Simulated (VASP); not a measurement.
The system is Cd.

```xyz
2
Lattice="2.9585 0.0000 0.0000 -1.4792 2.5621 0.0000 0.0000 0.0000 5.8859" Properties=species:S:1:pos:R:3 pbc="T T T"
Cd    0.0000    1.7081    1.4715
Cd    1.4792    0.8540    4.4144
```

```yaml
Program: VASP 6.6.1
Task: relaxation of cell and atoms
Functional: PBEsol
Potentials_or_basis: VASP PAW PBE potentials, release 64 (Cd)
Cutoff: 600 eV
k_mesh: 6 × 6 × 4
Occupations: gaussian, width 0.1 eV
Spin: no spin polarisation
```

At the start: pressure -1.4 GPa; volume 22.31 Å³/atom.

How do energy, volume and symmetry change on relaxing?

Over 12 steps the energy falls by 18.7 meV/atom and the volume is 22.04 Å³/atom (-1.2 %); space group P6_3/mmc (No. 194, to 0.05 Å).

Step by step:
| step | energy change (eV) | largest force (eV/Å) | pressure (GPa) | volume (Å³) |
| --- | --- | --- | --- | --- |
| 1 | 0.0000 | 0.0000 | -1.42 | 44.62 |
| 2 | -0.0185 | 0.0000 | -0.09 | 43.35 |
| 3 | 0.0789 | 0.0000 | 9.12 | 39.66 |
| 4 | -0.0227 | 0.0000 | 0.77 | 42.82 |
| 5 | -0.0231 | 0.0000 | 1.26 | 42.56 |
| 6 | -0.0273 | 0.0000 | 2.13 | 42.46 |
| 7 | -0.0275 | 0.0000 | 1.96 | 42.48 |
| 8 | -0.0357 | 0.0000 | 0.71 | 43.41 |
| 9 | -0.0373 | 0.0000 | -0.03 | 44.05 |
| 10 | -0.0373 | 0.0000 | -0.07 | 44.08 |
| 11 | -0.0373 | 0.0000 | -0.02 | 44.08 |
| 12 | -0.0373 | 0.0000 | -0.01 | 44.07 |

Final structure:
```
Cd
1.0
     2.88654    0.00000    0.00000
    -1.44327    2.49982    0.00000
     0.00000    0.00000    6.10803
Cd
2
Direct
  0.33333 0.66667 0.25000
  0.66667 0.33333 0.75000
```

Caveat: the k mesh is coarse (spacing up to 0.41 Å⁻¹), so the values aren't converged; the PAW data sets were made with another functional, which shifts forces and pressure a little.
